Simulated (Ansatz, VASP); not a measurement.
## Sb2N: VASP beside Ansatz

Contents of INCAR:

```
SYSTEM = Sb2N
  ALGO = Normal
  EDIFF = 1E-7
  EDIFFG = -0.04
  ENCUT = 600
  GGA = PE
  IBRION = 2
  ISIF = 3
  ISMEAR = 0
  LASPH = .True.
  LCHARG = .False.
  LREAL = .False.
  LWAVE = .False.
  NELM = 100
  NSW = 90
  PREC = Accurate
  SIGMA = 0.1
```

The input KPOINTS:

```
k-points
0
Gamma
  4 4 6
  0 0 0
```

The input POSCAR:

```
Sb2N
1.0
    4.6716162200      0.0000000000      0.0000000000
    0.0000000000      4.6716162200      0.0000000000
    0.0000000000      0.0000000000      3.2517984800
Sb N
2 1
Direct
    0.5000000000      0.5000000000      0.5000000000
    0.0000000000      0.0000000000      0.0000000000
    0.0000000000      0.0000000000      0.5000000000
```

Input for Ansatz:

```yaml
crystal:
  lattice:
    - [4.67161622, 0.0, 0.0]
    - [0.0, 4.67161622, 0.0]
    - [0.0, 0.0, 3.25179848]
  atoms:
    - { symbol: Sb, position: [0.5, 0.5, 0.5] }
    - { symbol: Sb, position: [0.0, 0.0, 0.0] }
    - { symbol: "N", position: [0.0, 0.0, 0.5] }
basis:
  ecutwfc: 420
kpoints:
  mp_grid: { grid: [4, 4, 6] }
hamiltonian:
  xc: pbe
scf:
  occupations: { method: gaussian, width: 0.1 }
  lower_state_search: "off"
output:
  forces: true
  stress: true
  eigenvalues: true
relax:
  adjacent_minimum: "off"
  f_tol: 0.04
  max_steps: 70
  cell: { stress_tol: 0.4 }
```

Alike in both runs: task relaxation of cell and atoms; functional PBE; k mesh 4 × 4 × 6; occupations gaussian, width 0.1 eV; no spin polarisation.

```csv
,VASP,Ansatz
version,VASP 6.6.1,Ansatz 0.2.0
potentials or method,"VASP PAW PBE potentials, release 64 (Sb, N)","scalar-relativistic, plane waves, PAW"
plane-wave cutoff (eV),600,420
valence electrons in the cell,15,35
```

```csv
,VASP,Ansatz,Ansatz less VASP
"gap on the k mesh at the Fermi level, each at its own relaxed structure (eV)",none,none,-
relaxed volume (Å³/atom),18.93,19.31,+0.375
relaxed cell length with the largest relative difference (Å),4.870,4.996,+0.1253
energy change over the relaxation (meV/atom),-2445,-2347,+98.4
```

A gap of «none» marks a metal or a gap that the smearing closes. The two sets of potentials don't hold the same shells in valence.

Caveats: the volume moved by over 15 % at a fixed basis, so the end points are rough (VASP). The runs have no spin-orbit coupling, so splittings on Sb are missing.
